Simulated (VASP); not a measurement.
Consider the following.

```yaml
crystal:
  lattice:
    - [4.89370, 0.00000, 0.00000]
    - [0.00000, 4.89370, 0.00000]
    - [0.00000, 0.00000, 4.89370]
  atoms:
    - { symbol: Sr, position: [0.00000, 0.00000, 0.00000] }
    - { symbol: O, position: [0.50000, 0.50000, 0.50000] }
    - { symbol: O, position: [0.00000, 0.00000, 0.50000] }
    - { symbol: O, position: [0.00000, 0.50000, 0.00000] }
    - { symbol: O, position: [0.50000, 0.00000, 0.00000] }
    - { symbol: Cd, position: [0.50000, 0.50000, 0.00000] }
    - { symbol: Cd, position: [0.50000, 0.00000, 0.50000] }
    - { symbol: Cd, position: [0.00000, 0.50000, 0.50000] }
```

The numbers are results of PBE GGA, VASP's PBE PAW potentials (set 64) (plane waves; VASP 6.6.1), not measurements. Run with 500 eV cut-off, 4×4×4 Γ-centred mesh, Gaussian smearing of 0.050 eV, potentials Sr_sv O Cd.

Question: Estimate the energy per atom (σ→0), band gap (on the k-mesh) with the smallest direct gap where there is one.

Answer: 
| Property | Value |
|---|---|
| band gap (on the k-mesh) | none (metal, semimetal or under 0.01 eV) |
| energy per atom (σ→0) | -4.382 eV/atom |

Only differences to runs with the same potentials and settings are physical.

The structure was generated: Cd3SrO4 was put into an ordered model structure (Pm-3m), which need not be its known phase. It was relaxed first. The k-mesh is coarse (spacing up to 0.32 per Å, 2π included), so the numbers may not be converged in it.
